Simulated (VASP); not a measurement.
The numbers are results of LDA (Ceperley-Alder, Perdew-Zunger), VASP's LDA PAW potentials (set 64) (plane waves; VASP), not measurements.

VASP ran on this input.

KPOINTS:
```
Automatic
0
Gamma
  9 9 9
0 0 0
```

### POSCAR
```
Sn
1.0
  0.0000000000   3.2367767471   3.2367767471
  3.2367767471   0.0000000000   3.2367767471
  3.2367767471   3.2367767471   0.0000000000
Sn
2
Direct
  0.0000000000   0.0000000000   0.0000000000
  0.2500000000   0.2500000000   0.2500000000
```

### INCAR
```
SYSTEM=Sn
PREC=Accurate; ENCUT=400; LREAL=.False.
LASPH=.True.
EDIFF=1E-8; NELM=100; ALGO=Normal
LMAXMIX=4
ISMEAR=1; SIGMA=0.1
IBRION=1; NSW=30; ISIF=2
EDIFFG=-0.001
LWAVE=.False.; LCHARG=.False.
```

POTCAR, in this order: Sn_d (LDA.64 set). Program: vasp_std.

Unless said otherwise, spin-orbit coupling is left out, though it shifts the bands of the heavy elements here.

Question: Predict the energy per atom (σ→0), band gap (on the k-mesh).

Answer: 
| Property | Value |
|---|---|
| energy per atom (σ→0) | -4.469 eV/atom |
| band gap (on the k-mesh) | none (metal, semimetal or under 0.01 eV) |

OSZICAR:
```
...
DAV:   7    -0.893666229046E+01    0.43801E-01   -0.76587E-02  1290   0.253E+00    0.150E-01
DAV:   8    -0.893719953067E+01   -0.53724E-03   -0.47540E-03  1406   0.854E-01    0.666E-02
DAV:   9    -0.893730348499E+01   -0.10395E-03   -0.18527E-04  1628   0.113E-01    0.231E-02
DAV:  10    -0.893729861465E+01    0.48703E-05   -0.28245E-05  1622   0.650E-02    0.587E-03
DAV:  11    -0.893729908191E+01   -0.46726E-06   -0.14271E-06  1374   0.891E-03    0.191E-03
DAV:  12    -0.893729900835E+01    0.73556E-07   -0.25646E-07  1630   0.443E-03    0.836E-04
DAV:  13    -0.893729900841E+01   -0.62300E-10   -0.69388E-09   752   0.107E-03
   1 F= -.89372990E+01 E0= -.89372778E+01  d E =-.893730E+01
```

The structure comes from a computed database's Sn entry (Fd-3m); how it stands against other phases isn't given here. It was relaxed first. The start is the result of an earlier pass.
